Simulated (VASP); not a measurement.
NbVTe4:

```xyz
6
Lattice="3.9364 0.0000 0.0000 -1.9682 3.4090 0.0000 0.0000 0.0000 13.5556" Properties=species:S:1:pos:R:3 pbc="T T T"
Nb    0.0000    0.0000    6.7778
V     0.0000    0.0000    0.0000
Te    1.9682    1.1363   12.0612
Te    1.9682    1.1363    5.1056
Te    0.0000    2.2727    8.4500
Te    0.0000    2.2727    1.4944
```

The cell was built by a generator and needn't be a form met in nature.

- Program: VASP 6.6.1
- Task: relaxation of cell and atoms
- Functional: PBE
- Potentials or basis: VASP PAW PBE potentials, release 64 (Nb_sv, V_sv, Te)
- Cutoff: 520 eV
- k mesh: 4 × 4 × 1
- Occupations: gaussian, width 0.15 eV
- Spin: collinear spin, ferromagnetic start
- Starting moments: [0.0, 2.0, 0.0, 0.0, 0.0, 0.0] μB

At the start: pressure -1.0 GPa; volume 30.32 Å³/atom.

Problem. How do energy, volume and symmetry change on relaxing?

Solution. Over 17 steps the energy falls by 101.8 meV/atom and the volume is 27.91 Å³/atom (-7.9 %); space group P-3m1 (No. 164, to 0.05 Å); moment 0.04 μB per cell.

Step by step:
```csv
step,energy change (eV),largest force (eV/Å),pressure (GPa),volume (Å³)
1,0.0000,0.6595,-0.95,181.91
2,-0.2729,0.5970,-0.58,177.07
3,-0.5817,0.4837,-0.25,164.64
4,-0.5809,0.3251,-0.48,166.68
5,-0.5856,0.3986,-0.60,165.74
6,-0.5855,0.4276,-0.36,165.40
7,-0.5942,0.1197,0.96,162.61
8,-0.5966,0.1520,0.55,163.46
9,-0.6043,0.1313,0.01,165.49
10,-0.6043,0.1281,-0.13,165.50
11,-0.6054,0.0988,0.21,165.62
12,-0.6056,0.1143,0.36,165.59
13,-0.6062,0.1116,0.12,166.03
14,-0.6065,0.1113,0.29,166.32
15,-0.6067,0.1170,-0.04,166.90
16,-0.6080,0.1076,0.08,167.04
17,-0.6111,0.0753,-0.14,167.45
```

Final structure:
```yaml
crystal:
  lattice:
    - [3.61017, 0.00000, 0.00000]
    - [-1.80508, 3.12650, 0.00000]
    - [0.00000, 0.00000, 14.83497]
  atoms:
    - { symbol: Nb, position: [0.00000, 0.00000, 0.50000] }
    - { symbol: V, position: [0.00000, 0.00000, 0.00000] }
    - { symbol: Te, position: [0.66667, 0.33333, 0.88325] }
    - { symbol: Te, position: [0.66667, 0.33333, 0.37342] }
    - { symbol: Te, position: [0.33333, 0.66667, 0.62658] }
    - { symbol: Te, position: [0.33333, 0.66667, 0.11675] }
```

Caveat: the k mesh is coarse (spacing up to 0.46 Å⁻¹), so the values aren't converged; this functional lacks dispersion, which binds the layers, so the pressure and a relaxed spacing across them are unreliable; the relaxation stopped at a loose force limit of 0.08 eV/Å, so its end isn't a converged minimum.
